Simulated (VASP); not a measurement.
The system is Sn2Bi2O.

```
CELL_PARAMETERS angstrom
4.75703 0.00000 0.00000
-2.37851 4.11971 0.00000
0.00000 0.00000 7.05840
ATOMIC_POSITIONS crystal
Sn 0.33333 0.66667 0.50000
Sn 0.66667 0.33333 0.50000
Bi 0.00000 0.00000 0.18733
Bi 0.00000 0.00000 0.81267
O 0.00000 0.00000 0.50000
```

The cell was built by a generator and needn't be a form met in nature.

* Program: VASP 6.6.1
* Task: relaxation of cell and atoms
* Functional: PBE
* Potentials or basis: VASP PAW PBE potentials, release 64 (Sn_d, Bi_d, O)
* Cutoff: 520 eV
* k mesh: 4 × 4 × 2
* Occupations: gaussian, width 0.15 eV
* Spin: no spin polarisation

At the start: pressure 12.5 GPa; volume 27.67 Å³/atom.

Question: Where does the relaxation end?

Answer: Over 6 steps the energy falls by 205.8 meV/atom and the volume is 34.13 Å³/atom (+23.4 %); space group P6/mmm (No. 191, to 0.05 Å).

Step by step:
| step | energy change (eV) | largest force (eV/Å) | pressure (GPa) | volume (Å³) |
| --- | --- | --- | --- | --- |
| 1 | 0.0000 | 1.1748 | 12.48 | 138.33 |
| 2 | -0.6471 | 0.2760 | -3.95 | 185.91 |
| 3 | -0.9610 | 0.2454 | 0.29 | 165.14 |
| 4 | -1.0140 | 0.1970 | 0.11 | 167.56 |
| 5 | -1.0266 | 0.1824 | 0.15 | 169.52 |
| 6 | -1.0290 | 0.0727 | -0.27 | 170.64 |

Final structure:
```yaml
crystal:
  lattice:
    - [5.13180, 0.00000, 0.00000]
    - [-2.56590, 4.44427, 0.00000]
    - [0.00000, 0.00000, 7.48177]
  atoms:
    - { symbol: Sn, position: [0.33333, 0.66667, 0.50000] }
    - { symbol: Sn, position: [0.66667, 0.33333, 0.50000] }
    - { symbol: Bi, position: [0.00000, 0.00000, 0.19681] }
    - { symbol: Bi, position: [0.00000, 0.00000, 0.80319] }
    - { symbol: O, position: [0.00000, 0.00000, 0.50000] }
```

Caveat: the k mesh is coarse (spacing up to 0.45 Å⁻¹), so the values aren't converged; the volume moved by over 15 % at a fixed basis, so the end points are rough.
